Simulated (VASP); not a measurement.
A convergence study with VASP on CoSi$_{2}$ (fluorite): a few settings are varied, all else stays as given below, so the limit is that of these other settings.

```yaml
crystal:
  lattice:
    - [0.00000, 2.68000, 2.68000]
    - [2.68000, 0.00000, 2.68000]
    - [2.68000, 2.68000, 0.00000]
  atoms:
    - { symbol: Co, position: [0.00000, 0.00000, 0.00000] }
    - { symbol: Si, position: [0.25000, 0.25000, 0.25000] }
    - { symbol: Si, position: [0.75000, 0.75000, 0.75000] }
```

The numbers are results of PBE GGA, VASP's PBE PAW potentials (set 64) (plane waves; VASP), not measurements. The last row used: 550 eV cut-off, 17×17×17 Γ-centred mesh, second-order Methfessel-Paxton smearing of 0.40 eV, potentials Co Si.

```tsv
setting	E (eV/atom)	pressure (GPa)	irreducible k-points
ISMEAR = -1, SIGMA = 0.01, 5×5×5 mesh	-6.4225	0.21	10
ISMEAR = -1, SIGMA = 0.1, 5×5×5 mesh	-6.4237	0.22	10
ISMEAR = 0, SIGMA = 0.01, 5×5×5 mesh	-6.4224	0.22	10
ISMEAR = 0, SIGMA = 0.1, 5×5×5 mesh	-6.4226	0.20	10
ISMEAR = 1, SIGMA = 0.01, 5×5×5 mesh	-6.4224	0.21	10
ISMEAR = 1, SIGMA = 0.2, 5×5×5 mesh	-6.4224	[?]	10
ISMEAR = 2, SIGMA = 0.05, 5×5×5 mesh	-6.4225	0.21	10
ISMEAR = 2, SIGMA = 0.2, 5×5×5 mesh	-6.4221	0.21	10
ISMEAR = -1, SIGMA = 0.01, 11×11×11 mesh	-6.4320	-0.28	56
ISMEAR = -1, SIGMA = 0.2, 11×11×11 mesh	-6.4310	0.24	56
ISMEAR = 0, SIGMA = 0.01, 11×11×11 mesh	-6.4320	-0.29	56
ISMEAR = 0, SIGMA = 0.2, 11×11×11 mesh	-6.4319	-0.16	56
ISMEAR = 1, SIGMA = 0.01, 11×11×11 mesh	-6.4320	-0.28	56
ISMEAR = 1, SIGMA = 0.4, 11×11×11 mesh	-6.4322	[?]	56
ISMEAR = 2, SIGMA = 0.05, 11×11×11 mesh	-6.4320	-0.28	56
ISMEAR = 2, SIGMA = 0.4, 11×11×11 mesh	-6.4322	-0.23	56
ISMEAR = -1, SIGMA = 0.05, 17×17×17 mesh	-6.4312	-0.16	165
ISMEAR = -1, SIGMA = 0.2, 17×17×17 mesh	-6.4306	0.25	165
ISMEAR = 0, SIGMA = 0.05, 17×17×17 mesh	-6.4310	-0.18	165
ISMEAR = 0, SIGMA = 0.2, 17×17×17 mesh	-6.4312	-0.13	165
ISMEAR = 1, SIGMA = 0.05, 17×17×17 mesh	-6.4310	-0.19	165
ISMEAR = 1, SIGMA = 0.4, 17×17×17 mesh	-6.4315	-0.23	165
ISMEAR = 2, SIGMA = 0.1, 17×17×17 mesh	-6.4310	-0.19	165
ISMEAR = 2, SIGMA = 0.4, 17×17×17 mesh	-6.4314	-0.19	165
```

Question: Complete the blanks.

Answer: 
- ISMEAR = 1, SIGMA = 0.2, 5×5×5 mesh, pressure (GPa): 0.19
- ISMEAR = 1, SIGMA = 0.4, 11×11×11 mesh, pressure (GPa): -0.27

Left out are rungs that failed or repeat a setting and relaxations that didn't move; long series are thinned to 24 rows.

The compound is CoSi2 in the fluorite structure. The cell was not relaxed at this level. The run is not spin-polarised, so no magnetic state was tried. The electron count is odd and the run is not spin-polarised, which forces a metal.
